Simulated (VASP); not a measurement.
All values below come from PBE GGA, VASP's PBE PAW potentials (set 64) (plane waves; VASP 6.6.1).

A VASP calculation is set up with these files.

### POSCAR
```
Ti
3.0143430
  0.5034108593  -0.8640473231   0.0000000000
  0.5034108593   0.8640473231   0.0000000000
  0.0000000000   0.0000000000   1.5103619595
Ti
2
direct
  0.3333330000   0.6666670000   0.2500000000
  0.6736160000   0.3402820000   0.7500000000
```

KPOINTS:
```
Automatic mesh
0
gamma
12 12 7
0 0 0
```

### INCAR
```
ALGO  =  Normal
EDIFF  =  1E-6
ENCUT  =  520
GGA  =  PE
ISIF  =  2
ISMEAR  =  1
LASPH  =  T
LCHARG  =  F
LMAXMIX  =  4
LREAL  =  F
LWAVE  =  F
NELM  =  100
PREC  =  Accurate
SIGMA  =  0.1
SYSTEM  =  Ti
```

POTCAR, in this order: Ti_pv (PBE.64 set). Program: vasp_std.

Estimate the energy per atom (σ→0), pressure, band gap (on the k-mesh).

- energy per atom (σ→0): -7.785 eV/atom
- band gap (on the k-mesh): none (metal, semimetal or under 0.01 eV)
- pressure: -3.63 GPa

OSZICAR:
```
...
DAV:   7    -0.155819924880E+02    0.10524E+00   -0.66109E-01 10762   0.871E+00    0.103E+00
DAV:   8    -0.155702681293E+02    0.11724E-01   -0.31420E-02  9504   0.232E+00    0.313E-01
DAV:   9    -0.155687686889E+02    0.14994E-02   -0.80144E-03 11190   0.893E-01    0.233E-02
DAV:  10    -0.155687524738E+02    0.16215E-04   -0.13393E-04 10432   0.135E-01    0.245E-02
DAV:  11    -0.155687460566E+02    0.64172E-05   -0.20898E-05 10778   0.535E-02    0.469E-03
DAV:  12    -0.155687440939E+02    0.19627E-05   -0.13096E-06  6340   0.142E-02    0.102E-03
DAV:  13    -0.155687441758E+02   -0.81852E-07   -0.17675E-07  5092   0.595E-03
   1 F= -.15568744E+02 E0= -.15569009E+02  d E =0.793128E-03
```

The compound is Ti in the hcp structure. The cell was not relaxed at this level, atoms are displaced from their ideal sites. The run is one of a series of settings (ENCUT = 520, POTCAR Ti_pv (PBE.64 set) against the base run), some of them coarse on purpose.
